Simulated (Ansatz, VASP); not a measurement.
**Two plane-wave programs on TaTlH4**

```
Ta Tl H
1.0
     3.09142    0.00000    0.00000
     0.00000    3.09142    0.00000
     0.00000    0.00000    7.09782
Ta Tl H
1 1 4
Direct
  0.50000 0.50000 0.50000
  0.00000 0.00000 0.00000
  0.50000 0.00000 0.33492
  0.00000 0.50000 0.66508
  0.50000 0.00000 0.66508
  0.00000 0.50000 0.33492
```

Alike in both runs: functional PBE; k mesh 6 × 6 × 4; occupations gaussian, width 0.1 eV; no spin polarisation.

Ansatz relaxed the structure, and its values are those at the end. VASP's run is a single point on that final structure, the one shown.

|  | VASP | Ansatz |
| --- | --- | --- |
| version | VASP 6.6.1 | Ansatz 0.2.0 |
| potentials or method | VASP PAW PBE potentials, release 64 (Ta_pv, Tl_d, H) | scalar-relativistic, plane waves, PAW |
| plane-wave cutoff (eV) | 520 | 420 |
| valence electrons in the cell | 28 | 30 |

```csv
,VASP,Ansatz,Ansatz less VASP
gap on the k mesh at the Fermi level (eV),none,none,-
pressure (GPa),-0.2,-0.1,+0.07
```

A gap of «none» marks a metal or a gap that the smearing closes. The two sets of potentials don't hold the same shells in valence.

Spin-orbit coupling is left out, which matters for the levels of Ta, Tl.
